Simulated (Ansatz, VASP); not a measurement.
# Na2Al in VASP and in Ansatz

Contents of INCAR:

```
ALGO = Normal ; EDIFF = 1E-6
EDIFFG = -0.04 ; ENCUT = 600
GGA = PE ; IBRION = 2
ISIF = 3 ; ISMEAR = 0
LASPH = True ; LCHARG = False
LREAL = False ; LWAVE = False
NELM = 100 ; NSW = 90
PREC = Accurate ; SIGMA = 0.1
```

The input KPOINTS:

```
k-points
0
Gamma
  4 4 4
```

POSCAR

```
Na2Al
1.0
    4.0909532774      0.0000000000      0.0000000000
    0.0000000000      4.0909532774      0.0000000000
    0.0000000000      0.0000000000      6.2419830693
Na Al
4 2
Direct
    0.0000000000      0.0000000000      0.0000000000
    0.5000000000      0.5000000000      0.0000000000
    0.0000000000      0.5000000000      0.2700000000
    0.5000000000      0.0000000000      0.7300000000
    0.0000000000      0.5000000000      0.7000000000
    0.5000000000      0.0000000000      0.3000000000
```

Input for Ansatz:

```yaml
crystal:
  lattice:
    - [4.0909532774, 0.0, 0.0]
    - [0.0, 4.0909532774, 0.0]
    - [0.0, 0.0, 6.2419830693]
  atoms:
    - { symbol: Na, position: [0.0, 0.0, 0.0] }
    - { symbol: Na, position: [0.5, 0.5, 0.0] }
    - { symbol: Na, position: [0.0, 0.5, 0.27] }
    - { symbol: Na, position: [0.5, 0.0, 0.73] }
    - { symbol: Al, position: [0.0, 0.5, 0.7] }
    - { symbol: Al, position: [0.5, 0.0, 0.3] }
basis:
  ecutwfc: 420
kpoints:
  mp_grid: { grid: [4, 4, 4] }
hamiltonian:
  xc: pbe
scf:
  occupations: { method: gaussian, width: 0.1 }
  lower_state_search: "off"
output:
  forces: true
  stress: true
  eigenvalues: true
relax:
  adjacent_minimum: "off"
  f_tol: 0.04
  max_steps: 70
  cell: { stress_tol: 0.4 }
```

Alike in both runs: task relaxation of cell and atoms; functional PBE; k mesh 4 × 4 × 4; occupations gaussian, width 0.1 eV; no spin polarisation.

|  | VASP | Ansatz |
| --- | --- | --- |
| version | VASP 6.6.1 | Ansatz 0.2.0 |
| potentials or method | VASP PAW PBE potentials, release 64 (Na_pv, Al) | scalar-relativistic, plane waves, PAW |
| plane-wave cutoff (eV) | 600 | 420 |
| valence electrons in the cell | 34 | 42 |

```tsv
	VASP	Ansatz	Ansatz less VASP
gap on the k mesh at the Fermi level, each at its own relaxed structure (eV)	none	none	-
relaxed volume (Å³/atom)	29.75	30.24	+0.496
relaxed cell length with the largest relative difference (Å)	4.610	4.652	+0.0419
energy change over the relaxation (meV/atom)	-624	-626	-1.2
```

A gap of «none» marks a metal or a gap that the smearing closes. The two sets of potentials don't hold the same shells in valence.

Caveats: the k mesh is coarse (spacing up to 0.38 Å⁻¹), so the values aren't converged; the volume moved by over 15 % at a fixed basis, so the end points are rough (VASP).
